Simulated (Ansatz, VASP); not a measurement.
NbCd3: VASP beside Ansatz

File INCAR:

```
PREC = Accurate
ENCUT = 520
EDIFF = 1E-6
ISMEAR = 0
SIGMA = 0.1
LREAL = F
LASPH = T
NELM = 100
ALGO = Normal
ISIF = 2
LWAVE = F
LCHARG = F
GGA = PE
NBANDS = 32
```

The input KPOINTS:

```
Automatic mesh
0
Gamma
  10 10 10
```

File POSCAR:

```
NbCd3
1.0
    4.2150000000      0.0000000000      0.0000000000
    0.0000000000      4.2150000000      0.0000000000
    0.0000000000      0.0000000000      4.2150000000
Nb Cd
1 3
Direct
    0.0000000000      0.0000000000      0.0000000000
    0.0000000000      0.5000000000      0.5000000000
    0.5000000000      0.0000000000      0.5000000000
    0.5000000000      0.5000000000      0.0000000000
```

Input for Ansatz:

```yaml
crystal:
  lattice:
    - [4.215, 0.0, 0.0]
    - [0.0, 4.215, 0.0]
    - [0.0, 0.0, 4.215]
  atoms:
    - { symbol: Nb, position: [0.0, 0.0, 0.0] }
    - { symbol: Cd, position: [0.0, 0.5, 0.5] }
    - { symbol: Cd, position: [0.5, 0.0, 0.5] }
    - { symbol: Cd, position: [0.5, 0.5, 0.0] }
basis:
  ecutwfc: 420
kpoints:
  mp_grid: { grid: [10, 10, 10] }
hamiltonian:
  xc: pbe
scf:
  occupations: { method: gaussian, width: 0.1 }
output:
  forces: true
  stress: true
  eigenvalues: true
  populations: true
```

Alike in both runs: task single point; functional PBE; k mesh 10 × 10 × 10; occupations gaussian, width 0.1 eV; no spin polarisation.

```csv
,VASP,Ansatz
version,VASP 6.6.1,Ansatz 0.2.0
potentials or method,"VASP PAW PBE potentials, release 64 (Nb_sv, Cd)","scalar-relativistic, plane waves, PAW"
plane-wave cutoff (eV),520,420
valence electrons in the cell,49,73
```

VASP gave:

- gap on the k mesh at the Fermi level (eV): none
- pressure (GPa): 7.7

Task: Estimate Ansatz's values.

Result: gap on the k mesh at the Fermi level (eV): none; pressure (GPa): 7.2.

A gap of «none» marks a metal or a gap that the smearing closes. The functional is the same, so the differences come from potentials, cutoffs and numerics. The two sets of potentials don't hold the same shells in valence.
